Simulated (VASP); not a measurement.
Consider the following.

```
CELL_PARAMETERS angstrom
      1.78864    -3.09801     0.00000
      1.78864     3.09801     0.00000
      0.00000     0.00000     4.73931
ATOMIC_POSITIONS crystal
  Pt 0.00000 0.00000 0.00000
  S  0.33333 0.66667 0.25480
  S  0.66667 0.33333 0.74520
```

Calculation: PBE GGA with D4 dispersion, VASP's PBE PAW potentials (set 64) (plane waves; VASP 6.6.1). Numerical set-up: 520 eV cut-off, Gaussian smearing of 0.050 eV, potentials Pt S.

Unless said otherwise, spin-orbit coupling is left out, though it shifts the bands of the heavy elements here.

Problem. Give the energies of bands 3 to 14 at the high-symmetry points, in eV from the valence-band maximum.

Solution. 
| band | Γ | M | K | A | L | H |
|---|---|---|---|---|---|---|
| 3 | -7.52 | -7.66 | -7.20 | -6.95 | -8.05 | -6.86 |
| 4 | -7.01 | -6.24 | -6.50 | -6.95 | -6.48 | -6.86 |
| 5 | -7.01 | -5.63 | -6.50 | -5.59 | -6.13 | -6.46 |
| 6 | -4.18 | -4.31 | -4.94 | -4.23 | -5.09 | -4.67 |
| 7 | -4.18 | -3.96 | -4.94 | -4.23 | -3.58 | -4.67 |
| 8 | -2.43 | -3.90 | -3.91 | -3.19 | -3.55 | -4.47 |
| 9 | -1.53 | -3.53 | -2.83 | -2.00 | -3.18 | -3.75 |
| 10 | -1.53 | -3.44 | -1.84 | -2.00 | -3.14 | -2.47 |
| 11 | 0.00 | -2.89 | -1.84 | -1.48 | -1.55 | -2.47 |
| 12 | 1.32 | 0.87 | 0.25 | 2.29 | 0.93 | 1.97 |
| 13 | 1.32 | 2.31 | 0.25 | 2.29 | 1.71 | 1.97 |
| 14 | 3.80 | 5.25 | 4.53 | 5.30 | 4.95 | 6.72 |

The gap is indirect, 0.14 eV, from the valence maximum at Γ to the conduction minimum at H-A at 0.56.

The compound is PtS2 in the 1T layered structure. It was relaxed first.
